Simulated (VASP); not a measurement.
A VASP calculation is set up with these files.

### INCAR
```
ENCUT  =  400   ! plane-wave cut-off (eV)
NSW  =  60   ! most ionic steps
IBRION  =  2
LMAXMIX  =  6
LASPH  =  .TRUE.
SIGMA  =  0.05
PREC  =  Accurate
EDIFFG  =  -0.02
SYSTEM  =  PtS2 monolayer
ISMEAR  =  0   ! Gaussian
LREAL  =  .FALSE.   ! projection in real space or not
LCHARG  =  .FALSE.
EDIFF  =  1E-6   ! SCF stop (eV)
NELM  =  100
GGA  =  PE   ! PBE
ISIF  =  4   ! ions and shape, fixed volume
IVDW  =  12
ALGO  =  Normal   ! blocked Davidson
LWAVE  =  .FALSE.
```

**POSCAR**
```
PtS2 monolayer
1
    3.5354541271    -0.0000000000     0.0000000000
   -1.7677270636     3.0617931665     0.0000000000
    0.0000000000     0.0000000000    18.3655376891
S Pt
2 1
Direct
  0.6666670000   0.3333330000   0.4324313536
  0.3333330000   0.6666670000   0.5675686464
  0.0000000000   1.0000000000   0.5000000000
```

KPOINTS:
```
Automatic
0
G
7 7 1
```

POTCAR, in this order: S Pt (PBE.64 set). Program: vasp_std.

### Question
Write an equivalent input for Quantum ESPRESSO's pw.x.

### Answer
One equivalent input (not run):
```
&CONTROL
  calculation = 'vc-relax'
  pseudo_dir = './pseudo'
  outdir = './out'
  tprnfor = .true.
  tstress = .true.
  nstep = 60
  forc_conv_thr = 0.00078
/
&SYSTEM
  ibrav = 0
  nat = 3
  ntyp = 2
  ecutwfc = 84
  occupations = 'smearing'
  smearing = 'gaussian'
  degauss = 0.003675
  input_dft = 'pbe'
  vdw_corr = 'grimme-d3'
  dftd3_version = 4
  dftd3_threebody = .false.
/
&ELECTRONS
  conv_thr = 7.3e-08
  electron_maxstep = 100
/
&IONS
/
&CELL
  cell_dofree = 'shape'
/
ATOMIC_SPECIES
  S 32.060 S.upf
  Pt 195.084 Pt.upf
CELL_PARAMETERS angstrom
     3.5354541   -0.0000000    0.0000000
    -1.7677271    3.0617932    0.0000000
     0.0000000    0.0000000   18.3655377
ATOMIC_POSITIONS crystal
  S    0.6666670  0.3333330  0.4324314
  S    0.3333330  0.6666670  0.5675686
  Pt   0.0000000  1.0000000  0.5000000
K_POINTS automatic
  7 7 1 0 0 0
```
Limits of the translation: the potentials are each code's own (VASP's PAW set, PseudoDojo norm-conserving files in pw.x), so ENCUT and ecutwfc are chosen apart and not converted; conv_thr bounds pw.x's estimated SCF error, while EDIFF bounds the energy change between steps; forc_conv_thr acts on force components and is met together with etot_conv_thr.

The cell is a sheet with vacuum, built from a generated structure.
